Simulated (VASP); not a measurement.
# SiBr₂ClF: harmonic vibrations of a molecule

SiBr₂ClF, molecule in box, 5 atoms in the cell. PBE, harmonic vibrations; PAW potentials F, Si, Cl, Br (PBE set).

## Input

INCAR.step1:
```
SYSTEM = SiBr2ClF
PREC = Accurate
ENCUT = 400
EDIFF = 1E-8
ISMEAR = 0
SIGMA = 0.01
ISYM = 0
LREAL = .False.
LASPH = .True.
NELM = 100
ALGO = Normal
LWAVE = .False.
LCHARG = .False.
IBRION = 2
NSW = 60
ISIF = 2
EDIFFG = -0.002
POTIM = 0.5
```

INCAR.step2, as INCAR.step1 but for:
```
- IBRION = 2
- NSW = 60
- ISIF = 2
- EDIFFG = -0.002
- POTIM = 0.5
+ IBRION = 5
+ NFREE = 2
+ POTIM = 0.015
+ NSW = 1
```

KPOINTS:
```
k-points
0
Gamma
  1 1 1
```

POSCAR.step1:
```
SiBr2ClF
1.0
   12.0000000000      0.0000000000      0.0000000000
    0.0000000000     12.0000000000      0.0000000000
    0.0000000000      0.0000000000     12.0000000000
F Si Cl Br
1 1 1 2
Direct
    0.5778791700      0.3930333300      0.6063291700
    0.5105791700      0.4776916700      0.5316125000
    0.3805125000      0.5346416700      0.6217208300
    0.4521291700      0.3891750000      0.3839458300
    0.6216541700      0.6143250000      0.4863458300
```

Commands (each step's output is kept before the next begins):
```
cat potpaw_PBE.64/F/POTCAR potpaw_PBE.64/Si/POTCAR potpaw_PBE.64/Cl/POTCAR potpaw_PBE.64/Br/POTCAR > POTCAR
cp INCAR.step1 INCAR
cp POSCAR.step1 POSCAR
mpirun -np 4 vasp_gam > vasp.out
cp CONTCAR POSCAR
cp INCAR.step2 INCAR
mpirun -np 4 vasp_gam > vasp.out
```

## Result

- Vibrations (cm⁻¹; a negative value is imaginary): 872, 575, 502, 341, 230, 216, 182, 127, 105
- Zero-point energy (eV): 0.195
- Translations and rotations, which should read zero (cm⁻¹): -6, -4, -3, 2, 5, 9
- Vibrational entropy at 298 K (meV/K): 0.652
- Displaced cells: 30
- Ionic steps, all stages: 42
- Electronic steps, all stages: 853

VASP 6.6.1 took 1177 s on 4 cores (AMD EPYC 7R43 (Zen 3)), a shared host.
